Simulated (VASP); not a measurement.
Crystal: NiMoIrPdW.

```
Ni Mo Pd Ir W
1.0
     2.76609    0.00000    0.00000
    -1.38305    2.39551    0.00000
     0.00000    0.00000   11.02278
Ni Mo Pd Ir W
1 1 1 1 1
Cartesian
  0.0000 1.5970 6.5818
  0.0000 0.0000 4.5275
  1.3831 0.7985 8.7653
  1.3831 0.7985 2.2003
  0.0000 1.5970 10.9935
```

The cell was built by a generator and needn't be a form met in nature.

| Property | Result |
| --- | --- |
| Program | VASP 6.6.1 |
| Task | relaxation of cell and atoms |
| Functional | RPBE |
| Potentials or basis | VASP PAW PBE potentials, release 64 (Ni, Mo_sv, Pd, Ir, W_sv) |
| Cutoff | 600 eV |
| k mesh | 11 × 11 × 3 |
| Occupations | fermi-dirac, width 0.05 eV |
| Spin | collinear spin, ferromagnetic start |
| Starting moments | [1.0, 1.0, 0.0, 0.6, 0.0] μB |

At the start: pressure 4.6 GPa; volume 14.61 Å³/atom.

Question: How do energy, volume and symmetry change on relaxing?

Answer: Over 11 steps the energy falls by 4.5 meV/atom and the volume is 14.89 Å³/atom (+2.0 %); space group P3m1 (No. 156, to 0.05 Å); moment 0.00 μB per cell.

Step by step:
```
step  energy change (eV)  largest force (eV/Å)  pressure (GPa)  volume (Å³)
   1              0.0000                0.1691            4.57        73.04
   2              0.0716                0.2582           -9.06        77.53
   3             -0.0199                0.1779           -0.15        74.43
   4             -0.0199                0.1776           -0.09        74.40
   5             -0.0217                0.0642            0.03        74.40
   6             -0.0217                0.0602            0.08        74.40
   7             -0.0223                0.0400           -0.08        74.48
   8             -0.0225                0.0274           -0.29        74.57
   9             -0.0225                0.0290           -0.26        74.55
  10             -0.0223                0.0175            0.54        74.32
  11             -0.0226                0.0140            0.06        74.47
```

Final structure:
```cif
data_structure
_symmetry_space_group_name_H-M 'P 1'
_symmetry_Int_Tables_number 1
_cell_length_a 2.7860
_cell_length_b 2.7860
_cell_length_c 11.0779
_cell_angle_alpha 90.000
_cell_angle_beta 90.000
_cell_angle_gamma 120.000
_cell_volume 74.47
loop_
_atom_site_label
_atom_site_type_symbol
_atom_site_fract_x
_atom_site_fract_y
_atom_site_fract_z
_atom_site_occupancy
Ni1 Ni 0.33333 0.66667 0.59601 1
Mo1 Mo 0.00000 0.00000 0.40944 1
Pd1 Pd 0.66667 0.33333 0.79555 1
Ir1 Ir 0.66667 0.33333 0.20009 1
W1 W 0.33333 0.66667 0.99891 1
```

Caveat: the PAW data sets were made with another functional, which shifts forces and pressure a little.
